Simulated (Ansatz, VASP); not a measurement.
# Cross-check of Ge (Germanium) between VASP and Ansatz

Wanted: the spread between two codes on one cell, functional and k mesh. The cell is taken from a series of runs on this material, whose earlier steps may have relaxed, scaled, displaced or heated it; both programs get it as it stands.

Method: plane waves, with VASP 6.6.1 beside it; zone-centre phonons at PBE, in Ansatz 0.2.0.

## (1) The starting structure

It takes space group Fd-3m (No. 227, cubic). The conventional cell has a = 5.732 Å, b = 5.732 Å, c = 5.732 Å, α = 90.00°, β = 90.00°, γ = 90.00°. Ge has 4 Ge at 2.48 Å nearest.

## (2) Ansatz: zone-centre phonons, PBE

Ansatz runs on its default PAW (the set named soft_2) files.

Second derivatives magnify differences that forces hide, and they need a tight electronic threshold.

File input.yaml:

```yaml
crystal:
  lattice:
    - [0.0, 2.8660571337, 2.8660571337]
    - [2.8660571337, 0.0, 2.8660571337]
    - [2.8660571337, 2.8660571337, 0.0]
  atoms:
    - { symbol: Ge, position: [0.0, 0.0, 0.0] }
    - { symbol: Ge, position: [0.25, 0.25, 0.25] }
kpoints:
  mp_grid: { grid: [16, 16, 16] }
hamiltonian:
  xc: pbe
scf:
  occupations: { method: methfessel_paxton, width: 0.2 }
output:
  eigenvalues: true
phonons:
  method: dfpt
```

Launch:

```bash
$ ansatz run input.yaml --threads 8 --pin off --max-ram 15360MiB --backend cpu --events-out ev --progress --plain --runs-dir out
```

Numbers of over 12 decimals in the logs are rounded to 6 here.

The log of the run:

```text
zone centre: on kpoints.mp_grid the ground state, and the responses unless they are solved on pairs of k-points, stand on 349 of the mesh's 4096 k-points, reduced under 8 symmetry operations, with k and −k counted as one. Each operation leaves every solved displacement unchanged or reverses it
Engine: ansatz 0.2.0, aarch64-unknown-linux-gnu
Pseudopotentials: kind: paw
Pseudopotential: Ge, paw, valence charge 14, recommended cutoff 420 eV (normal), Ge.paw.azcp
Functional definition: PBE
  parameter kappa = 0.804
  parameter beta = 0.066725
  exchange = pbe_x(kappa = kappa, mu = beta*pi^2/3)
  correlation = pbe_c(beta = beta)
Crystal: 2 atoms, lattice volume = 47.085 Å³
Basis set: ecut = 420 eV, 941 PW (Γ), exchange–correlation on 64×64×64 points (8 copies of the dense FFT grid, shifted against one another)
Bands: 18, of which v1, the nominal top of the filled ones, is band 14 counted from 1 (13 counted from 0)
Symmetry: 48 space group operations
k-points: 349 of 4096 (irreducible under 8 space group operations, time reversal used)
Non-local potential: Ge, projectors of the file, l = 0: 2, l = 1: 2, l = 2: 3, l = 3: 1
PAW form: soft (Blöchl's): semilocal exchange-correlation on the pseudo side does not see the compensation charge
PAW one-centre angular grid: Ge, 590 points (default); XC on 64 Gauss nodes
Initial density: superposition of atomic densities (neutral atoms: chi_scale 0, normalization atom), corrected by the library's trained network
Initial wavefunctions: pseudopotential atomic-orbital guess
Functional: x = pbe(κ = 0.804, μ = 0.219515), c = pbe(β = 0.066725)
SCF iter   1: F=—  HF=-8589.966229 eV  |F-HF|=—  |Δ(HF+E_count)|=         —  Δρ=1.60e-3  dr2=1.46e-3  ethr=1.77e-3  ⟨swp⟩=5.0  Hψ=26899  notcnv=0
preconditioner: auto → Kerker (q_TF=auto, 2.502 Å⁻¹)  [metal: Δε(μ)=0.065 eV  Ē_g=23.286 eV  σ=0.200 eV  W_gap=0.27  n_scr=14 (ndim 8)  ℏωp=28.6 eV  f_vac=0.086  D(μ)=0.06/eV (n_scr^D=0)]
SCF iter   2: F=—  HF=-8589.965892 eV  |F-HF|=—  |Δ(HF+E_count)|=   3.36e-4  S|Δr|=    0.00e0  Δρ=1.15e-3  dr2=7.80e-4  ethr=5.20e-6  ⟨swp⟩=2.0  Hψ=13446  notcnv=0
SCF iter   3: F=—  HF=-8589.965898 eV  |F-HF|=—  |Δ(HF+E_count)|=   5.99e-6  S|Δr|=    0.00e0  Δρ=6.48e-4  dr2=3.55e-4  ethr=2.79e-6  ⟨swp⟩=2.8  Hψ=10678  notcnv=0
SCF iter   4: F=—  HF=-8589.966028 eV  |F-HF|=—  |Δ(HF+E_count)|=   1.29e-4  S|Δr|=    0.00e0  Δρ=3.38e-4  dr2=3.59e-5  ethr=1.27e-6  ⟨swp⟩=2.0  Hψ=7683  notcnv=0
SCF iter   5: F=—  HF=-8589.966043 eV  |F-HF|=—  |Δ(HF+E_count)|=   1.47e-5  S|Δr|=    0.00e0  Δρ=5.86e-5  dr2=2.04e-6  ethr=1.28e-7  ⟨swp⟩=2.0  Hψ=11184  notcnv=0
SCF iter   6: F=—  HF=-8589.966045 eV  |F-HF|=—  |Δ(HF+E_count)|=   2.23e-6  S|Δr|=    0.00e0  Δρ=2.98e-5  dr2=1.82e-7  ethr=7.28e-9  ⟨swp⟩=3.0  Hψ=11184  notcnv=0
SCF iter   7: F=—  HF=-8589.966045 eV  |F-HF|=—  |Δ(HF+E_count)|=   5.12e-8  S|Δr|=    0.00e0  Δρ=1.26e-5  dr2=3.11e-8  ethr=6.51e-10  ⟨swp⟩=2.0  Hψ=11163  notcnv=0
SCF iter   8: F=—  HF=-8589.966045 eV  |F-HF|=—  |Δ(HF+E_count)|=   1.91e-8  S|Δr|=    0.00e0  Δρ=3.31e-6  dr2=2.15e-9  ethr=1.11e-10  ⟨swp⟩=2.0  Hψ=11055  notcnv=0
SCF iter   9: F=—  HF=-8589.966045 eV  |F-HF|=—  |Δ(HF+E_count)|=   2.12e-9  S|Δr|=    0.00e0  Δρ=3.07e-7  dr2=1.85e-11  ethr=7.69e-12  ⟨swp⟩=2.0  Hψ=11125  notcnv=0
SCF iter  10: F=-8589.966045 eV  HF=-8589.966045 eV  |F-HF|=3.64e-12  |Δ(HF+E_count)|=  2.00e-11  S|Δr|=    0.00e0  Δρ=1.58e-8  dr2=7.24e-14  ethr=1.00e-12  ⟨swp⟩=5.0  Hψ=26387  notcnv=0
SCF 1 converged in 10 iterations: F = -8589.966045 eV  dr2 = 7.24e-14
  greatest PAW one-centre occupation: 0.998 electrons in one spin orbital (limit 2), on the Ge atom at site 1 (counted from 0), in its partial waves of l = 2
DFPT response loops at Γ: preconditioner auto → Kerker (q_TF=auto, 2.502 Å⁻¹) (partly filled bands, converged f_vac=0.080); β = 1.00, the filter's whole step (`scf.mixing.beta` (0.50) is not read by the response loops under this deck's `scf.mixing.preconditioner`; to damp them name `kerker` or `kerker_dos`, under which they read `scf.mixing.beta`, and type it under 1.00, their step now; both keys bind the ground state too); Broyden in place of MSR1
SCF converged after 10 iterations
Stability not checked: this state was not tested for a lower state beside it, because cold or Methfessel-Paxton smearing, or corrected tetrahedra, fill the levels in a way that the test cannot read (fill_not_monotonic; see scf.lower_state_search)
Free energy (F): -8589.966045 eV
Harris-Foulkes:  -8589.966045 eV  (|F-HF|=3.64e-12)
Internal energy: -8589.966160 eV  (E = F + TS)
E sigma→0 (E₀):  -8589.966074 eV
Entropy (-TS):   0.000115 eV (0.058 meV/atom)
Fermi energy:    8.076092 eV
Step filling:    the computed levels leave a gap of 0.0000 eV = 0.0 smearing widths at the electron count; against every level under it full and every level over it empty, smearing changes F+E_penalty+E_count by +0.076 meV and its σ→0 estimate by +0.047 meV
--- Per-component energies (eV) ---
  E_band       = -310.819826
  E_kinetic    = 222.125459
  E_local      = -4996.821879  (includes V_loc(G=0)·N_el)
  E_nonlocal   = 836.589391
  E_hartree    = 2190.635688
  E_xc         = -150.783310
  E_vxc        = -128.727752  (∫ρ·V_xc dr)
  E_paw        = -4039.405526  (= ΣΔE_a)
  E_vpaw       = -625.257034  (= ΣTr[D̂ρ^β])
  E_aug_tail   = 0.000614  (compensation charges beyond the density's cutoff)
  E_ewald      = -2652.306598
  E_smearing   = 0.000115  (= −TS)
  E_closure    = 0.000000  (closes the sum)
  Σ components = -8589.966045   (vs F -8589.966045, Δ=0.00e0)
--- Band table (eV; the first three rows and the last of 349) ---
  k-point 0: bands = [... 10 lower, -4.4149, 7.7438, 8.0660, 8.0660, 8.0660, 10.5985, 10.5985, 10.5985]
  k-point 1: bands = [... 10 lower, -4.3688, 6.8090, 7.9732, 7.9732, 8.7017, 10.7229, 10.7229, 10.7827]
  k-point 2: bands = [... 10 lower, -4.2316, 5.6496, 7.7483, 7.7483, 8.9318, 11.0264, 11.0264, 11.4355]
  k-point 348: bands = [... 10 lower, -0.5899, -0.5899, 4.3461, 4.3461, 12.2303, 12.2303, 12.7543, 12.7543]
--- Phonons (Γ-DFPT): 1 representative perturbation + reference, on 349 of 4096 k-points (Σ response iterations 3) ---
  k mesh reduced under 8 symmetry operations, with k and −k counted as one. Each operation leaves every solved displacement unchanged or reverses it
  ASR residual: 1.313e-5 → 0.000e0 eV/Å²; symmetrization residual: 1.076e-12 eV/Å²
  ASR residual per site (eV/Å²): 1.31e-5 1.31e-5
  Γ frequencies (cm⁻¹): 0.00 0.00 0.00 277.84 277.84 277.84
  non-analytic LO–TO correction: not included (Born effective charges unavailable; polar crystals: no LO–TO splitting at Γ)
```

In the SCF lines HF is the Harris–Foulkes energy and dr2 the Hartree energy of the density residual, in eV; the loop may stop once dr2 is under the threshold and the program's other checks hold. Hψ counts applications of the Hamiltonian.

## (3) VASP: zone-centre phonons, PBE

The same cell, functional, mesh and smearing now go to VASP, with its own data sets.

Lines of VASP's logs that name or quote its potential files are left out, and so is its time.

File INCAR:

```
SYSTEM = Ge
PREC = Accurate
ENCUT = 500
EDIFF = 1E-08
NELM = 120
ISMEAR = 1
SIGMA = 0.2
LREAL = .FALSE.
ALGO = Normal
GGA = PE
NBANDS = 20
LORBIT = 11
LWAVE = .FALSE.
LCHARG = .FALSE.
ISIF = 2
IBRION = 8
LASPH = .TRUE.
GGA_COMPAT = .FALSE.
KPAR = 2
```

File POSCAR:

```
Ge
1.0
    0.0000000000      2.8660571337      2.8660571337
    2.8660571337      0.0000000000      2.8660571337
    2.8660571337      2.8660571337      0.0000000000
Ge
2
Direct
    0.0000000000      0.0000000000      0.0000000000
    0.2500000000      0.2500000000      0.2500000000
```

File KPOINTS:

```
Automatic mesh
0
Gamma
16 16 16
0 0 0
```

PAW data sets: Ge_d (PBE family, release 64).

Launch:

```bash
$ mpirun -np 2 vasp_std
```

The log of the run:

```text
[banner, memory and clock lines left out]
running    2 mpi-ranks, on    1 nodes
 distrk:  each k-point on    1 cores,    2 groups
 distr:  one band on    1 cores,    1 groups

 POSCAR found type information on POSCAR Ge
 POSCAR found :  1 types and       2 ions
 LDA part: xc-table for (Slater+PW92), standard interpolation
 POSCAR, INCAR and KPOINTS ok, starting setup
 FFT: planning ... GRIDC
 FFT: planning ... GRID_SOFT
 FFT: planning ... GRID
 WAVECAR not read
 entering main loop
       N       E                     dE             d eps       ncg     rms          rms(c)
DAV:   1     0.178436024683E+03    0.17844E+03   -0.14626E+04  6312   0.369E+03
DAV:   2     0.160922889352E+02   -0.16234E+03   -0.15821E+03  5808   0.582E+02
DAV:   3    -0.830228617550E+01   -0.24395E+02   -0.24207E+02  6564   0.143E+02
DAV:   4    -0.909640844934E+01   -0.79412E+00   -0.79357E+00  6512   0.302E+01
DAV:   5    -0.910996000017E+01   -0.13552E-01   -0.13551E-01  6512   0.429E+00    0.303E+00
DAV:   6    -0.905955604992E+01    0.50404E-01   -0.20208E-02  6728   0.154E+00    0.180E+00
DAV:   7    -0.903278982772E+01    0.26766E-01   -0.44235E-02  6304   0.203E+00    0.144E-01
DAV:   8    -0.903444082893E+01   -0.16510E-02   -0.58901E-03  6364   0.102E+00    0.409E-02
DAV:   9    -0.903459391372E+01   -0.15308E-03   -0.24516E-04  6504   0.229E-01    0.153E-02
DAV:  10    -0.903461918342E+01   -0.25270E-04   -0.48772E-05  7252   0.729E-02    0.573E-03
DAV:  11    -0.903462123844E+01   -0.20550E-05   -0.67543E-06  7476   0.450E-02    0.152E-03
DAV:  12    -0.903462118039E+01    0.58052E-07   -0.35995E-07  7448   0.118E-02    0.296E-04
DAV:  13    -0.903462114166E+01    0.38734E-07   -0.34928E-08  5452   0.193E-03    0.159E-04
DAV:  14    -0.903462112997E+01    0.11686E-07   -0.28770E-09  4048   0.602E-04    0.369E-05
DAV:  15    -0.903462113335E+01   -0.33751E-08   -0.11764E-09  3436   0.588E-04
   1 F= -.90346211E+01 E0= -.90346614E+01  d E =0.120760E-03
 Linear response reoptimize wavefunctions to high precision
DAV:   1    -0.903462113575E+01   -0.23983E-08   -0.36212E-10  3476   0.309E-04
DAV:   2    -0.903462113576E+01   -0.19099E-10   -0.10310E-10  3280   0.118E-04
 Linear response DOF=           1
 Linear response progress:
  Degree of freedom:   1/  1
       N       E                     dE             d eps       ncg     rms          rms(c)
RMM:   1    -0.186625066188E+00   -0.18663E+00    0.80650E+00 30524   0.443E+01
RMM:   2    -0.193702606503E+00   -0.70775E-02   -0.12461E-02 40323   0.104E+00    0.698E-02
RMM:   3    -0.193720088013E+00   -0.17482E-04   -0.91088E-04 42712   0.310E-01    0.409E-02
RMM:   4    -0.193631141940E+00    0.88946E-04   -0.63176E-05 45483   0.796E-02    0.479E-03
RMM:   5    -0.193634422071E+00   -0.32801E-05   -0.28609E-06 44349   0.186E-02    0.231E-03
RMM:   6    -0.193643362052E+00   -0.89400E-05   -0.65006E-07 44764   0.548E-03    0.336E-04
RMM:   7    -0.193642332906E+00    0.10291E-05   -0.15349E-07 45794   0.187E-03    0.218E-04
RMM:   8    -0.193641625607E+00    0.70730E-06   -0.11401E-07 46464   0.725E-04    0.546E-05
RMM:   9    -0.193641549799E+00    0.75808E-07   -0.77658E-08 46170   0.320E-04    0.224E-05
RMM:  10    -0.193641814503E+00   -0.26470E-06   -0.67842E-08 47092   0.154E-04    0.645E-06
RMM:  11    -0.193641847049E+00   -0.32546E-07   -0.72122E-08 47118   0.911E-05    0.354E-06
RMM:  12    -0.193641876065E+00   -0.29016E-07   -0.48818E-08 49027   0.625E-05    0.254E-06
RMM:  13    -0.193641898767E+00   -0.22702E-07   -0.15845E-08 52214   0.496E-05    0.838E-07
RMM:  14    -0.193641909875E+00   -0.11108E-07   -0.11835E-08 52015   0.437E-05    0.108E-07
RMM:  15    -0.193641909285E+00    0.59053E-09   -0.67484E-09 44812   0.404E-05    0.371E-08
 first order change of Fermi-energy   0.75041E-04
 force on displaced ion       1 direction 1 : -10.293   0.000   0.000
 Linear response finished
```

Parts of OUTCAR (step 3):

```text
ion  position               nearest neighbor table
   1  0.000  0.000  0.000-   2 2.48   2 2.48   2 2.48   2 2.48
   2  0.250  0.250  0.250-   1 2.48   1 2.48   1 2.48   1 2.48

  LATTYP: Found a face centered cubic cell.
 ALAT       =     5.7321142674

 Subroutine GETGRP returns: Found 48 space group operations
 (whereof 24 operations were pure point group operations)

The static configuration has the point symmetry T_d .
 The point group associated with its full space group is O_h .

 Found    145 irreducible k-points:

   k-points           NKPTS =    145   k-points in BZ     NKDIM =    145   number of bands    NBANDS=     20

   dimension x,y,z NGX =    30 NGY =   30 NGZ =   30
   dimension x,y,z NGXF=    60 NGYF=   60 NGZF=   60

   ENCUT  =  500.0 eV  36.75 Ry    6.06 a.u.   7.39  7.39  7.39*2*pi/ulx,y,z

   NELECT =      28.0000    total number of electrons

 k-points in reciprocal lattice and weights: Automatic mesh
   0.00000000  0.00000000  0.00000000       0.000
   0.06250000  0.00000000  0.00000000       0.002
   0.12500000  0.00000000  0.00000000       0.002
   0.18750000  0.00000000  0.00000000       0.002
   0.25000000  0.00000000  0.00000000       0.002
   0.31250000  0.00000000  0.00000000       0.002
   0.37500000  0.00000000  0.00000000       0.002
   0.43750000  0.00000000  0.00000000       0.002
   0.50000000  0.00000000  0.00000000       0.001
[...]
-0.31250000  0.50000000  0.18750000       0.003
  -0.25000000  0.50000000  0.25000000       0.001

 average (electrostatic) potential at core
       1 -74.6878       2 -74.6878

  Total        0.2430755      0.2430755      0.2430755      0.0000000      0.0000000     -0.0000000
  in kB        8.2711761      8.2711761      8.2711761      0.0000000      0.0000000     -0.0000000
  external PRESSURE =       8.2711761 kB  Pullay stress =       0.0000000 kB

  energy-cutoff  :      500.00
  volume of cell :       47.09
      direct lattice vectors                 reciprocal lattice vectors
     0.000000000  2.866057134  2.866057134    -0.174455699  0.174455699  0.174455699
     2.866057134  0.000000000  2.866057134     0.174455699 -0.174455699  0.174455699
     2.866057134  2.866057134  0.000000000     0.174455699  0.174455699 -0.174455699

 POSITION                                       TOTAL-FORCE (eV/Angst)
 -----------------------------------------------------------------------------------
      0.00000      0.00000      0.00000        -0.000000     -0.000000     -0.000000
      1.43303      1.43303      1.43303         0.000000      0.000000      0.000000
 -----------------------------------------------------------------------------------
    total drift:                                0.000000     -0.000000      0.000000

 Eigenvectors and eigenvalues of the dynamical matrix
 ----------------------------------------------------

   1 f  =    8.323937 THz    52.300836 2PiTHz  277.656639 cm-1    34.425020 meV
             X         Y         Z           dx          dy          dz
      0.000000  0.000000  0.000000     0.707107    0.000000    0.000000
      1.433029  1.433029  1.433029    -0.707107    0.000000    0.000000

   2 f  =    8.323937 THz    52.300836 2PiTHz  277.656639 cm-1    34.425020 meV
             X         Y         Z           dx          dy          dz
      0.000000  0.000000  0.000000     0.000000   -0.368966   -0.603211
      1.433029  1.433029  1.433029     0.000000    0.368966    0.603211

   3 f  =    8.323937 THz    52.300836 2PiTHz  277.656639 cm-1    34.425020 meV
             X         Y         Z           dx          dy          dz
      0.000000  0.000000  0.000000     0.000000   -0.603211    0.368966
      1.433029  1.433029  1.433029     0.000000    0.603211   -0.368966

   4 f  =    0.000000 THz     0.000000 2PiTHz    0.000000 cm-1     0.000000 meV
             X         Y         Z           dx          dy          dz
      0.000000  0.000000  0.000000     0.707107    0.000000    0.000000
      1.433029  1.433029  1.433029     0.707107    0.000000    0.000000

   5 f/i=    0.000000 THz     0.000000 2PiTHz    0.000002 cm-1     0.000000 meV
             X         Y         Z           dx          dy          dz
      0.000000  0.000000  0.000000     0.000000    0.339870   -0.620071
      1.433029  1.433029  1.433029     0.000000    0.339870   -0.620071

   6 f/i=    0.000000 THz     0.000001 2PiTHz    0.000004 cm-1     0.000001 meV
             X         Y         Z           dx          dy          dz
      0.000000  0.000000  0.000000     0.000000   -0.620071   -0.339870
      1.433029  1.433029  1.433029     0.000000   -0.620071   -0.339870

 ELASTIC MODULI CONTR FROM IONIC RELAXATION (kBar)
 Direction    XX          YY          ZZ          XY          YZ          ZX
 --------------------------------------------------------------------------------
 XX          -0.0000      0.0000      0.0000      0.0000      0.0000      0.0000
 YY           0.0000     -0.0000     -0.0000      0.0000      0.0000     -0.0000
 ZZ           0.0000     -0.0000     -0.0000      0.0000      0.0000     -0.0000
 XY           0.0000      0.0000      0.0000   -187.4171      0.0000      0.0000
 YZ           0.0000      0.0000      0.0000      0.0000   -187.4171      0.0000
 ZX           0.0000     -0.0000     -0.0000      0.0000      0.0000   -187.4171
 --------------------------------------------------------------------------------
```

## (4) Differences

Known differences besides the potentials themselves: the cutoff is 420 eV in Ansatz and 500 eV in VASP. Total energies have different zeros and are not compared.

Both answers:

```csv
quantity,Ansatz,VASP,difference
optical mode 1 to 3 (cm⁻¹),277.8,277.7,+0.07 %
```

Modes are paired by rising frequency, not by their patterns, so a pair may set unlike modes beside each other; they are those without the splitting of longitudinal modes.

## (5) What came out

| Quantity | Value |
| --- | --- |
| r.m.s. difference of the optical zone-centre modes, each program's sorted by frequency (zone-centre phonons, PBE) | 0.18 cm⁻¹ |

The r.m.s. difference of the optical zone-centre modes, each program's sorted by frequency is 0.18 cm⁻¹ (zone-centre phonons, PBE). How closely two codes agree says nothing of how well the functional describes the real material.

[Lines on the potential files, build, host, timing and source positions are cut from VASP's logs without a mark.]

[Logs are printed without paths, hosts, clocks, repeated set-up lines and the standing remarks that a program may print on its own settings, such as how far it seeks lower states.]

[Hosts, paths, dates, database ids (printed as entryN), source tags and the programs' standing remarks are cut or masked in the printed files.]
